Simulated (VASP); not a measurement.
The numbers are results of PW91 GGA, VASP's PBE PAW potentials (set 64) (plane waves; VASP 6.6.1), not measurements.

VASP ran on this input.

File KPOINTS:
```
Automatic mesh
0
gamma
10 10 3
0 0 0
```

**POSCAR**
```
BN
1
    1.2682583266    -2.1966882551     0.0000000000
    1.2682583266     2.1966882551     0.0000000000
    0.0000000000     0.0000000000     7.7419825308
B N
2 2
Direct
  0.3333330000   0.6666670000   0.2500000000
  0.6666670000   0.3333330000   0.7500000000
  0.6666670000   0.3333330000   0.2500000000
  0.3333330000   0.6666670000   0.7500000000
```

### INCAR
```
# general
SYSTEM = BN
PREC   = Accurate
ENCUT  = 520
LREAL  = .FALSE.
LASPH  = .TRUE.

# electronic loop
EDIFF  = 1E-7
NELM   = 100
ALGO   = Normal

# smearing
ISMEAR = 0
SIGMA  = 0.05

# functional
GGA    = 91

# ions
IBRION = 2
NSW    = 30
ISIF   = 4
EDIFFG = -0.01

# output
LWAVE  = .FALSE.
LCHARG = .FALSE.
```

POTCAR, in this order: B N (PBE.64 set). Program: vasp_std.

Without a dispersion term in the relaxation, distances and binding between the weakly bound layers, chains or molecules are unreliable, and so is what depends on them.

Estimate the energy per atom (σ→0).

```
Quantity                        Value
---------------------  --------------
energy per atom (σ→0)  -8.835 eV/atom
```

### OSZICAR
```
...
       N       E                     dE             d eps       ncg     rms          rms(c)
DAV:   1    -0.353394769843E+02   -0.22297E-03   -0.77513E-03   684   0.789E-01    0.554E-02
DAV:   2    -0.353393625940E+02    0.11439E-03   -0.12472E-04   812   0.980E-02    0.312E-02
DAV:   3    -0.353393104968E+02    0.52097E-04   -0.10340E-04   836   0.756E-02    0.792E-03
DAV:   4    -0.353393099805E+02    0.51627E-06   -0.63122E-06   828   0.235E-02    0.278E-03
DAV:   5    -0.353393099398E+02    0.40784E-07   -0.29646E-06   844   0.143E-02    0.299E-03
DAV:   6    -0.353393098737E+02    0.66083E-07   -0.68941E-07   832   0.755E-03
   3 F= -.35339310E+02 E0= -.35339310E+02  d E =-.256124E-01
```

The compound is BN in the hex structure. This cell is one point of a volume scan, at 1.03 of the reference volume. Symmetry was kept, so distortions that lower it aren't found.
